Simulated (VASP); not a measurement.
Set up this calculation in VASP 6.6.1, as the native input.

```
Task                   : single point
Functional             : PBE
Dispersion             : D3(BJ)
Potentials or basis    : VASP PAW PBE potentials, release 64 (Cs_sv, C)
Cutoff                 : 520 eV
k mesh                 : 6 × 6 × 2
Occupations            : gaussian, width 0.1 eV
Spin                   : no spin polarisation
Dipole correction      : no
Further INCAR settings : ALGO = Normal; EDIFF = 1e-07; NBANDS = 21
```

The structure of CsC lies in POSCAR:

```
CsC
1.0
    3.2459781754      0.0000000000      0.0000000000
    0.0000000000      3.2459781754      0.0000000000
    0.0000000000      0.0000000000      9.0230676786
Cs C
2 2
Direct
    0.0000000000      0.5000000000      0.2758708580
    0.5000000000      0.0000000000      0.7241291420
    0.0000000000      0.0000000000      0.0000000000
    0.5000000000      0.5000000000      0.0000000000
```

The cell was built by a generator and needn't be a form met in nature.

The input as run:

INCAR

```
SYSTEM = CsC
PREC = Accurate
ENCUT = 520
EDIFF = 1E-7
ISMEAR = 0
SIGMA = 0.1
LREAL = .False.
LASPH = .True.
NELM = 60
ALGO = Normal
ISIF = 2
LWAVE = .False.
LCHARG = .False.
GGA = PE
IVDW = 12
NBANDS = 21
```

KPOINTS

```
regular mesh
0
Gamma
  6 6 2
  0 0 0
```

Potentials or basis: VASP PAW PBE potentials, release 64 (Cs_sv, C).

Run with:

```console
$ cat potpaw_PBE.64/Cs_sv/POTCAR potpaw_PBE.64/C/POTCAR > POTCAR
$ mpirun -np 1 vasp_std > vasp.out
```

Results of the run:

| Item | Value |
| --- | --- |
| Pressure | 0.5 GPa |
| Largest force | 0.029 eV/Å |
| Band gap on the k mesh | none (metal or under the smearing width) |
| Dispersion energy per atom | -0.200 eV |

Caveat: pairwise dispersion overbinds metals, which lowers pressure and volume.

It took 19 s on 1 thread of Intel(R) Xeon(R) 6975P-C (Granite Rapids), with other jobs on the host, peak memory 0.21 GiB.
